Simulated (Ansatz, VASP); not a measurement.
# HC4 (C(111) slab, H on the bottom face) in two plane-wave programs

One calculation is typed for both programs; each brings its own data sets. How far apart do they land? Of the first pair: The cell is taken from a series of runs on this material, whose earlier steps may have relaxed, scaled, displaced or heated it; both programs get it as it stands.

Calculated with Ansatz 0.2.0; plane waves, with VASP 6.6.1 beside it; single point at LDA.

## 1. The structure

The cell holds 80 atoms: 64 C and 16 H. Cell: a = 10.089 Å, b = 10.089 Å, c = 13.664 Å, α = 90.0°, β = 90.0°, γ = 120.0°. It derives from C (diamond-structure). As first built, before any earlier steps moved the atoms (in the runner's words): diamond-structure C (a = 3.567 A), (111) slab of 4 atomic planes, 4 x 4 surface cells, H on the broken bonds of the bottom face; displaced by a Gaussian of 0.02 A. Vacuum lies along c.

## 2. VASP: single point, LDA, pair 1

With cell and atoms fixed, the geometry can't cause a difference; cores, projectors, grids and the points listed under the comparison can.

Lines of VASP's logs that name or quote its potential files are left out, and so is its time.

Input file INCAR:

```
SYSTEM = HC4
PREC = Accurate
ENCUT = 520
EDIFF = 1E-06
NELM = 120
ISMEAR = -1
SIGMA = 0.025
LREAL = Auto
ALGO = Normal
GGA = PW92
NBANDS = 192
LORBIT = 11
LWAVE = .FALSE.
LCHARG = .FALSE.
ISIF = 2
LASPH = .TRUE.
GGA_COMPAT = .FALSE.
KPAR = 4
```

Input file POSCAR:

```
HC4
1.0
   10.0890000000      0.0000000000      0.0000000000
   -5.0445000000      8.7373300000      0.0000000000
    0.0000000000      0.0000000000     13.6642600000
C H
64 16
Direct
    0.3363700000      0.9171200000      0.4835700000
    0.2510800000      0.0023800000      0.4424700000
    0.1632000000      0.8321800000      0.6360800000
    0.3326000000      0.9137800000      0.5966300000
    0.3381800000      0.6723600000      0.4833700000
    0.2514700000      0.7476700000      0.4433000000
    0.1648600000      0.5820400000      0.6365500000
    0.3378800000      0.6741300000      0.5978800000
    0.5853700000      0.9185600000      0.4841700000
    0.5019000000      0.0014000000      0.4470700000
    0.4156000000      0.8327200000      0.6334800000
    0.5786300000      0.9161600000      0.5932200000
    0.3376100000      0.4198000000      0.4797800000
    0.2524700000      0.5014200000      0.4473700000
    0.1657300000      0.3321300000      0.6339000000
    0.3323200000      0.4181000000      0.5951800000
    0.5821800000      0.6618400000      0.4851000000
    0.5030100000      0.7523400000      0.4452500000
    0.4161000000      0.5826400000      0.6363900000
    0.5829900000      0.6686200000      0.5956300000
    0.8335100000      0.9165800000      0.4829400000
    0.7522900000      0.9983300000      0.4440800000
    0.6710200000      0.8356900000      0.6349000000
    0.8367900000      0.9161700000      0.5959500000
    0.3319600000      0.1614800000      0.4823600000
    0.2489100000      0.2504400000      0.4445500000
    0.1674300000      0.0822600000      0.6352100000
    0.3325900000      0.1661700000      0.5974100000
    0.5822500000      0.4149800000      0.4803400000
    0.5001500000      0.5002800000      0.4462700000
    0.4122700000      0.3321300000      0.6348600000
    0.5841700000      0.4191900000      0.5950800000
    0.8354500000      0.6656900000      0.4847600000
    0.7511200000      0.7538800000      0.4452600000
    0.6714000000      0.5861600000      0.6314200000
    0.8298400000      0.6674400000      0.5970800000
    0.0877700000      0.9188000000      0.4838300000
    0.0008800000      0.9986700000      0.4494000000
    0.9134800000      0.8327800000      0.6363500000
    0.0818900000      0.9169000000      0.5954800000
    0.5850400000      0.1688500000      0.4816600000
    0.5026900000      0.2504600000      0.4478600000
    0.4174100000      0.0817200000      0.6324600000
    0.5873100000      0.1688000000      0.5973700000
    0.8356800000      0.4161700000      0.4856100000
    0.7526300000      0.5037700000      0.4474000000
    0.6616100000      0.3324100000      0.6329800000
    0.8303500000      0.4136200000      0.5949300000
    0.0833300000      0.6678400000      0.4839800000
    0.0011700000      0.7499200000      0.4476700000
    0.9177600000      0.5834200000      0.6339500000
    0.0838700000      0.6636000000      0.5957400000
    0.8345600000      0.1648700000      0.4833900000
    0.7504900000      0.2494700000      0.4443300000
    0.6624900000      0.0815100000      0.6353900000
    0.8297200000      0.1647700000      0.5933800000
    0.0839700000      0.4188600000      0.4834200000
    0.9993100000      0.5004000000      0.4463200000
    0.9179700000      0.3295600000      0.6341900000
    0.0834900000      0.4139100000      0.5951600000
    0.0867900000      0.1705000000      0.4817000000
    0.0029800000      0.2526300000      0.4444700000
    0.9210100000      0.0858600000      0.6339900000
    0.0834100000      0.1680000000      0.5986900000
    0.2491400000      0.0026300000      0.3667500000
    0.2461200000      0.7474300000      0.3660000000
    0.5020900000      0.0006400000      0.3648100000
    0.2507600000      0.5021800000      0.3661200000
    0.4966600000      0.7441200000      0.3648800000
    0.7456100000      0.9975900000      0.3679800000
    0.2536400000      0.2544300000      0.3648700000
    0.4986200000      0.4999800000      0.3663800000
    0.7492900000      0.7492600000      0.3633600000
    0.9995200000      0.0022100000      0.3671500000
    0.5000300000      0.2520600000      0.3673100000
    0.7478300000      0.4980300000      0.3652900000
    0.9963900000      0.7490300000      0.3651600000
    0.7485500000      0.2513800000      0.3668600000
    0.0034200000      0.5024700000      0.3653700000
    0.9997000000      0.2506300000      0.3641000000
```

Input file KPOINTS:

```
Automatic mesh
0
Gamma
2 2 1
0 0 0
```

The projector-augmented-wave data sets are C and H (LDA family, release 64).

The run is started by

```sh
$ mpirun -np 8 vasp_std
```

Numbers of over 12 decimals in the logs are rounded to 6 here.

Output:

```text
[banner, memory and clock lines left out]
running    8 mpi-ranks, on    1 nodes
[...]
|                                                                             |
|           W    W    AA    RRRRR   N    N  II  N    N   GGGG   !!!           |
|           W    W   A  A   R    R  NN   N  II  NN   N  G    G  !!!           |
|           W    W  A    A  R    R  N N  N  II  N N  N  G       !!!           |
|           W WW W  AAAAAA  RRRRR   N  N N  II  N  N N  G  GGG   !            |
|           WW  WW  A    A  R   R   N   NN  II  N   NN  G    G                |
|           W    W  A    A  R    R  N    N  II  N    N   GGGG   !!!           |
|                                                                             |
|     For optimal performance we recommend to set                             |
|       NCORE = 2 up to number-of-cores-per-socket                            |
|     NCORE specifies how many cores store one orbital (NPAR=cpu/NCORE).      |
|     This setting can greatly improve the performance of VASP for DFT.       |
[...]
|                                                                             |
|     You enforced a specific xc type in the INCAR file but a different       |
|     [... a line on the potential file left out ...]
|     I HOPE YOU KNOW WHAT YOU ARE DOING!                                     |
|                                                                             |

 LDA part: xc-table for (Slater(with rela. corr.)+PW92), standard interpolation
 POSCAR, INCAR and KPOINTS ok, starting setup
[...]
entering main loop
       N       E                     dE             d eps       ncg     rms          rms(c)
DAV:   1     0.177806794109E+04    0.17781E+04   -0.12153E+05  1552   0.121E+03
DAV:   2    -0.445521105629E+03   -0.22236E+04   -0.21073E+04  2080   0.290E+02
DAV:   3    -0.690372454534E+03   -0.24485E+03   -0.24051E+03  1920   0.940E+01
DAV:   4    -0.698399174020E+03   -0.80267E+01   -0.79625E+01  2128   0.193E+01
[...]
DAV:  41    -0.661342752459E+03   -0.81314E-05   -0.52706E-06  1256   0.177E-03    0.952E-03
DAV:  42    -0.661342755377E+03   -0.29185E-05   -0.49152E-07  1248   0.945E-04    0.656E-03
DAV:  43    -0.661342756135E+03   -0.75801E-06   -0.54579E-07  1208   0.609E-04
   1 F= -.66134276E+03 E0= -.66122524E+03  d E =-.235029E+00
```

Parts of OUTCAR (step 2):

```text
  FREE ENERGIE OF THE ION-ELECTRON SYSTEM (eV)
  ---------------------------------------------------
  free  energy   TOTEN  =      -661.3427561354 eV

  energy  without entropy=     -661.1077273971  energy(sigma->0) =     -661.22524177

[... 1 further part left out ...]
```

## 3. Ansatz: single point, LDA, pair 1

Ansatz runs on its default PAW (the set named soft_2) files.

The same cell, functional (in two slightly different forms), mesh and smearing now go to Ansatz, which takes its cutoff from its data sets.

Input file input.yaml:

```yaml
crystal:
  lattice:
    - [10.089, 0.0, 0.0]
    - [-5.0445, 8.73733, 0.0]
    - [0.0, 0.0, 13.66426]
  atoms:
    - { symbol: C, position: [0.33637, 0.91712, 0.48357] }
    - { symbol: C, position: [0.25108, 0.00238, 0.44247] }
    - { symbol: C, position: [0.1632, 0.83218, 0.63608] }
    - { symbol: C, position: [0.3326, 0.91378, 0.59663] }
    - { symbol: C, position: [0.33818, 0.67236, 0.48337] }
    - { symbol: C, position: [0.25147, 0.74767, 0.4433] }
    - { symbol: C, position: [0.16486, 0.58204, 0.63655] }
    - { symbol: C, position: [0.33788, 0.67413, 0.59788] }
    - { symbol: C, position: [0.58537, 0.91856, 0.48417] }
    - { symbol: C, position: [0.5019, 0.0014, 0.44707] }
    - { symbol: C, position: [0.4156, 0.83272, 0.63348] }
    - { symbol: C, position: [0.57863, 0.91616, 0.59322] }
    - { symbol: C, position: [0.33761, 0.4198, 0.47978] }
    - { symbol: C, position: [0.25247, 0.50142, 0.44737] }
    - { symbol: C, position: [0.16573, 0.33213, 0.6339] }
    - { symbol: C, position: [0.33232, 0.4181, 0.59518] }
    - { symbol: C, position: [0.58218, 0.66184, 0.4851] }
    - { symbol: C, position: [0.50301, 0.75234, 0.44525] }
    - { symbol: C, position: [0.4161, 0.58264, 0.63639] }
    - { symbol: C, position: [0.58299, 0.66862, 0.59563] }
    - { symbol: C, position: [0.83351, 0.91658, 0.48294] }
    - { symbol: C, position: [0.75229, 0.99833, 0.44408] }
    - { symbol: C, position: [0.67102, 0.83569, 0.6349] }
    - { symbol: C, position: [0.83679, 0.91617, 0.59595] }
    - { symbol: C, position: [0.33196, 0.16148, 0.48236] }
    - { symbol: C, position: [0.24891, 0.25044, 0.44455] }
    - { symbol: C, position: [0.16743, 0.08226, 0.63521] }
    - { symbol: C, position: [0.33259, 0.16617, 0.59741] }
    - { symbol: C, position: [0.58225, 0.41498, 0.48034] }
    - { symbol: C, position: [0.50015, 0.50028, 0.44627] }
    - { symbol: C, position: [0.41227, 0.33213, 0.63486] }
    - { symbol: C, position: [0.58417, 0.41919, 0.59508] }
    - { symbol: C, position: [0.83545, 0.66569, 0.48476] }
    - { symbol: C, position: [0.75112, 0.75388, 0.44526] }
    - { symbol: C, position: [0.6714, 0.58616, 0.63142] }
    - { symbol: C, position: [0.82984, 0.66744, 0.59708] }
    - { symbol: C, position: [0.08777, 0.9188, 0.48383] }
    - { symbol: C, position: [0.00088, 0.99867, 0.4494] }
    - { symbol: C, position: [0.91348, 0.83278, 0.63635] }
    - { symbol: C, position: [0.08189, 0.9169, 0.59548] }
    - { symbol: C, position: [0.58504, 0.16885, 0.48166] }
    - { symbol: C, position: [0.50269, 0.25046, 0.44786] }
    - { symbol: C, position: [0.41741, 0.08172, 0.63246] }
    - { symbol: C, position: [0.58731, 0.1688, 0.59737] }
    - { symbol: C, position: [0.83568, 0.41617, 0.48561] }
    - { symbol: C, position: [0.75263, 0.50377, 0.4474] }
    - { symbol: C, position: [0.66161, 0.33241, 0.63298] }
    - { symbol: C, position: [0.83035, 0.41362, 0.59493] }
    - { symbol: C, position: [0.08333, 0.66784, 0.48398] }
    - { symbol: C, position: [0.00117, 0.74992, 0.44767] }
    - { symbol: C, position: [0.91776, 0.58342, 0.63395] }
    - { symbol: C, position: [0.08387, 0.6636, 0.59574] }
    - { symbol: C, position: [0.83456, 0.16487, 0.48339] }
    - { symbol: C, position: [0.75049, 0.24947, 0.44433] }
    - { symbol: C, position: [0.66249, 0.08151, 0.63539] }
    - { symbol: C, position: [0.82972, 0.16477, 0.59338] }
    - { symbol: C, position: [0.08397, 0.41886, 0.48342] }
    - { symbol: C, position: [0.99931, 0.5004, 0.44632] }
    - { symbol: C, position: [0.91797, 0.32956, 0.63419] }
    - { symbol: C, position: [0.08349, 0.41391, 0.59516] }
    - { symbol: C, position: [0.08679, 0.1705, 0.4817] }
    - { symbol: C, position: [0.00298, 0.25263, 0.44447] }
    - { symbol: C, position: [0.92101, 0.08586, 0.63399] }
    - { symbol: C, position: [0.08341, 0.168, 0.59869] }
    - { symbol: H, position: [0.24914, 0.00263, 0.36675] }
    - { symbol: H, position: [0.24612, 0.74743, 0.366] }
    - { symbol: H, position: [0.50209, 0.00064, 0.36481] }
    - { symbol: H, position: [0.25076, 0.50218, 0.36612] }
    - { symbol: H, position: [0.49666, 0.74412, 0.36488] }
    - { symbol: H, position: [0.74561, 0.99759, 0.36798] }
    - { symbol: H, position: [0.25364, 0.25443, 0.36487] }
    - { symbol: H, position: [0.49862, 0.49998, 0.36638] }
    - { symbol: H, position: [0.74929, 0.74926, 0.36336] }
    - { symbol: H, position: [0.99952, 0.00221, 0.36715] }
    - { symbol: H, position: [0.50003, 0.25206, 0.36731] }
    - { symbol: H, position: [0.74783, 0.49803, 0.36529] }
    - { symbol: H, position: [0.99639, 0.74903, 0.36516] }
    - { symbol: H, position: [0.74855, 0.25138, 0.36686] }
    - { symbol: H, position: [0.00342, 0.50247, 0.36537] }
    - { symbol: H, position: [0.9997, 0.25063, 0.3641] }
kpoints:
  mp_grid: { grid: [2, 2, 1] }
hamiltonian:
  xc: lda
scf:
  occupations: { method: fermi_dirac, width: 0.025 }
output:
  forces: true
  populations: true
  dos:
    method: { smearing: { sigma: 0.15 } }
    de: 0.1
    projected:
      site_lists:
        C: [C]
        H: [H]
        slab: [0, 1, 2, 3, 4, 5, 6, 7, 8, 9, 10, 11, 12, 13, 14, 15, 16, 17, 18, 19, 20, 21, 22, 23, 24, 25, 26, 27, 28, 29, 30, 31, 32, 33, 34, 35, 36, 37, 38, 39, 40, 41, 42, 43, 44, 45, 46, 47, 48, 49, 50, 51, 52, 53, 54, 55, 56, 57, 58, 59, 60, 61, 62, 63]
        hydrogen: [64, 65, 66, 67, 68, 69, 70, 71, 72, 73, 74, 75, 76, 77, 78, 79]
  eigenvalues: true
```

The run is started by

```sh
$ ansatz run input.yaml --threads 4 --pin off --max-ram 8192MiB --backend cpu --events-out ev --progress --plain --runs-dir out
```

Output:

```text
Engine: ansatz 0.2.0, aarch64-unknown-linux-gnu
Pseudopotentials: kind: paw
Pseudopotential: C, paw, valence charge 4, recommended cutoff 420 eV (normal), C.paw.azcp
Pseudopotential: H, paw, valence charge 1, recommended cutoff 420 eV (normal), H.paw.azcp
Functional definition: SPW92
  exchange = slater_x
  correlation = pw_c
Crystal: 80 atoms, lattice volume = 1204.517 Å³
Basis set: ecut = 420 eV, 23589 PW (Γ)
Bands: 216, of which v1, the nominal top of the filled ones, is band 136 counted from 1 (135 counted from 0)
Symmetry: 1 space group operations
Space group: P1 (ITA 1), of the structure as read, at distance tolerance 1.1e-4 Å
k-points: 4
Non-local potential: C, projectors of the file, l = 0: 2, l = 1: 2, l = 2: 1
Non-local potential: H, projectors of the file, l = 0: 2, l = 1: 1
PAW form: soft (Blöchl's): semilocal exchange-correlation on the pseudo side does not see the compensation charge
PAW frozen core: C, regenerated for the run's functional, and the local potential with it (the file was generated under x = pbe(κ = 0.804, μ = 0.219515), c = pbe(β = 0.066725))
PAW one-centre angular grid: C, 110 points (default); XC on 64 Gauss nodes
PAW one-centre angular grid: H, 110 points (default); XC on 64 Gauss nodes
Initial density: superposition of atomic densities (neutral atoms: chi_scale 0, normalization atom), corrected by the library's trained network
Initial wavefunctions: pseudopotential atomic-orbital guess
Functional: x = slater, c = lda
SCF iter   1: F=—  HF=-15760.092066 eV  |F-HF|=—  |Δ(HF+E_count)|=         —  Δρ=2.00e-2  dr2=1.53e1  ethr=1.77e-3  ⟨swp⟩=8.2  Hψ=4945  notcnv=0  defer=155
preconditioner: auto → LDOS  [metal: Δε(μ)=0.022 eV  Ē_g=14.886 eV  σ=0.025 eV  W_gap=0.21  n_scr=206 (ndim 8)  ℏωp=17.6 eV  f_vac=0.532  D(μ)=50.87/eV (n_scr^D=450)  β→1.0]
SCF iter   2: F=—  HF=-15758.703583 eV  |F-HF|=—  |Δ(HF+E_count)|=    1.39e0  Δρ=1.89e-2  dr2=1.08e1  ethr=1.77e-3  ⟨swp⟩=2.8  Hψ=1250  notcnv=0  defer=268
SCF iter   3: F=—  HF=-15758.453000 eV  |F-HF|=—  |Δ(HF+E_count)|=   2.51e-1  Δρ=9.09e-3  dr2=3.68e0  ethr=1.77e-3  ⟨swp⟩=2.0  Hψ=616  notcnv=0  defer=268
SCF iter   4: F=—  HF=-15758.271957 eV  |F-HF|=—  |Δ(HF+E_count)|=   1.81e-1  Δρ=6.71e-3  dr2=1.79e0  ethr=1.35e-3  ⟨swp⟩=2.0  Hψ=616  notcnv=0  defer=268
SCF iter   5: F=—  HF=-15758.153273 eV  |F-HF|=—  |Δ(HF+E_count)|=   1.19e-1  Δρ=5.06e-3  dr2=8.69e-1  ethr=6.57e-4  ⟨swp⟩=2.0  Hψ=1016  notcnv=0  defer=268
SCF iter   6: F=—  HF=-15758.124681 eV  |F-HF|=—  |Δ(HF+E_count)|=   2.86e-2  Δρ=2.62e-3  dr2=2.43e-1  ethr=3.19e-4  ⟨swp⟩=2.0  Hψ=616  notcnv=0  defer=268
SCF iter   7: F=—  HF=-15758.109394 eV  |F-HF|=—  |Δ(HF+E_count)|=   1.53e-2  Δρ=2.64e-3  dr2=2.15e-1  ethr=8.92e-5  ⟨swp⟩=2.2  Hψ=617  notcnv=0  defer=268
SCF iter   8: F=—  HF=-15758.101388 eV  |F-HF|=—  |Δ(HF+E_count)|=   8.01e-3  Δρ=1.31e-3  dr2=4.16e-2  ethr=7.92e-5  ⟨swp⟩=2.2  Hψ=617  notcnv=0  defer=268
SCF iter   9: F=—  HF=-15758.099718 eV  |F-HF|=—  |Δ(HF+E_count)|=   1.67e-3  Δρ=6.53e-4  dr2=9.46e-3  ethr=1.53e-5  ⟨swp⟩=2.2  Hψ=681  notcnv=0  defer=268
SCF iter  10: F=—  HF=-15758.099431 eV  |F-HF|=—  |Δ(HF+E_count)|=   2.87e-4  Δρ=4.09e-4  dr2=3.41e-3  ethr=3.48e-6  ⟨swp⟩=3.2  Hψ=1050  notcnv=0  defer=268
SCF iter  11: F=—  HF=-15758.099357 eV  |F-HF|=—  |Δ(HF+E_count)|=   7.44e-5  Δρ=2.70e-4  dr2=1.49e-3  ethr=1.25e-6  ⟨swp⟩=1.2  Hψ=597  notcnv=0  defer=268
SCF iter  12: F=—  HF=-15758.099344 eV  |F-HF|=—  |Δ(HF+E_count)|=   1.24e-5  Δρ=1.44e-4  dr2=4.25e-4  ethr=5.48e-7  ⟨swp⟩=1.2  Hψ=597  notcnv=0  defer=268
SCF iter  13: F=—  HF=-15758.099390 eV  |F-HF|=—  |Δ(HF+E_count)|=   4.56e-5  Δρ=5.34e-5  dr2=6.41e-5  ethr=1.56e-7  ⟨swp⟩=2.2  Hψ=1055  notcnv=0  defer=268
SCF iter  14: F=—  HF=-15758.099344 eV  |F-HF|=—  |Δ(HF+E_count)|=   4.60e-5  Δρ=5.60e-5  dr2=7.17e-5  ethr=2.36e-8  ⟨swp⟩=1.5  Hψ=875  notcnv=0  defer=268
SCF iter  15: F=—  HF=-15758.099343 eV  |F-HF|=—  |Δ(HF+E_count)|=   1.11e-6  Δρ=2.49e-5  dr2=1.34e-5  ethr=2.36e-8  ⟨swp⟩=1.0  Hψ=596  notcnv=0  defer=268
SCF iter  16: F=—  HF=-15758.099343 eV  |F-HF|=—  |Δ(HF+E_count)|=   3.93e-8  Δρ=1.26e-5  dr2=3.36e-6  ethr=4.94e-9  ⟨swp⟩=1.2  Hψ=597  notcnv=0  defer=268
SCF iter  17: F=—  HF=-15758.099343 eV  |F-HF|=—  |Δ(HF+E_count)|=   2.07e-8  Δρ=6.99e-6  dr2=1.03e-6  ethr=1.24e-9  ⟨swp⟩=2.0  Hψ=977  notcnv=0  defer=268
SCF iter  18: F=—  HF=-15758.099343 eV  |F-HF|=—  |Δ(HF+E_count)|=   1.41e-8  Δρ=5.44e-6  dr2=7.17e-7  ethr=3.80e-10  ⟨swp⟩=3.0  Hψ=1043  notcnv=0  defer=268
SCF iter  19: F=-15758.099343 eV  HF=-15758.099343 eV  |F-HF|=5.97e-8  |Δ(HF+E_count)|=   1.42e-8  Δρ=1.77e-6  dr2=8.10e-8  ethr=3.68e-11  ⟨swp⟩=31.2  Hψ=7745  notcnv=0
SCF 1 converged in 19 iterations: F = -15758.099343 eV  dr2 = 8.10e-8
  greatest PAW one-centre occupation: 0.655 electrons in one spin orbital (limit 2), on the C atom at site 10 (counted from 0), in its partial waves of l = 0
SCF converged after 19 iterations
[...]
k-point 1: bands = [... 132 lower, 0.9876, 0.9940, 1.0117, 1.0324, 1.0424, 1.0773, 1.0884, 1.1054, ... 76 higher]
  k-point 2: bands = [... 132 lower, 0.9695, 0.9858, 1.0089, 1.0273, 1.0421, 1.0566, 1.0818, 1.1087, ... 76 higher]
  k-point 3: bands = [... 132 lower, 0.9856, 0.9909, 1.0197, 1.0334, 1.0381, 1.0503, 1.0857, 1.0922, ... 76 higher]
--- Löwdin populations: 80 sites ---
  site symbol       q [e]
     0      C      3.9405
     1      C      4.1615
     2      C      3.9989
     3      C      3.9997
     4      C      3.9326
     5      C      4.1577
     6      C      4.0030
     7      C      3.9967
     8      C      3.9585
     9      C      4.1363
    10      C      3.9407
    11      C      3.9939
    12      C      3.9487
    13      C      4.1408
    14      C      3.9448
    15      C      3.9967
    16      C      3.9468
    17      C      4.1425
    18      C      3.9942
    19      C      3.9976
    20      C      3.9508
    21      C      4.1572
    22      C      3.9989
    23      C      3.9931
[...]
72      H      0.8346
    73      H      0.8423
    74      H      0.8220
    75      H      0.8320
    76      H      0.8467
    77      H      0.8155
    78      H      0.8367
    79      H      0.8271
  spilling = 0.006460 (of n_electrons = 272.000000)
```

Reading the cycles: dr2 is the Hartree energy of the density residual (eV), the measure of convergence; HF is the Harris–Foulkes estimate of the energy, which meets the free energy F at convergence.

## 4. Side by side

Known differences besides the potentials themselves: the cutoff is 420 eV in Ansatz and 520 eV in VASP (PREC = Accurate, projectors in real space); VASP's log shows a relativistic correction to its local exchange, Ansatz's none. Total energies have different zeros and are not compared.

Forces on 10 of the 80 atoms, those with the largest forces and the largest differences (eV/Å; atoms numbered as in POSCAR):

```
atom          Ansatz x, y, z            VASP x, y, z
  C2    0.789, -1.119, 4.921    0.796, -1.129, 4.901
  C8   -0.354, -2.250, 4.632   -0.354, -2.270, 4.644
 C11    0.252, 0.820, -4.772    0.252, 0.831, -4.722
 C12     1.313, 0.444, 5.166     1.325, 0.440, 5.165
 C15    0.308, 0.791, -4.891    0.309, 0.795, -4.846
 C19   -0.245, 0.584, -4.685   -0.248, 0.587, -4.640
 C20    0.897, -0.485, 5.188    0.899, -0.487, 5.189
 C23  -1.053, -0.445, -4.116  -1.058, -0.434, -4.072
 C36     1.727, 0.090, 4.956     1.747, 0.095, 4.957
 C48     0.403, 0.736, 5.814     0.403, 0.733, 5.820
```

The forces differ by 15 meV/Å r.m.s., which is 0.8 % of the r.m.s. force of 1.932 eV/Å (both taken over all components). With vacuum in the cell, a pressure given here is an average over mostly empty space and none of the material.

(Continued in part 2 of 3.)

[Lines on the potential files, build, host, timing and source positions are cut from VASP's logs without a mark.]

[Logs are printed without paths, hosts, clocks, repeated set-up lines and the standing remarks that a program may print on its own settings, such as how far it seeks lower states.]

[Hosts, paths, dates, database ids (printed as entryN), source tags and the programs' standing remarks are cut or masked in the printed files.]
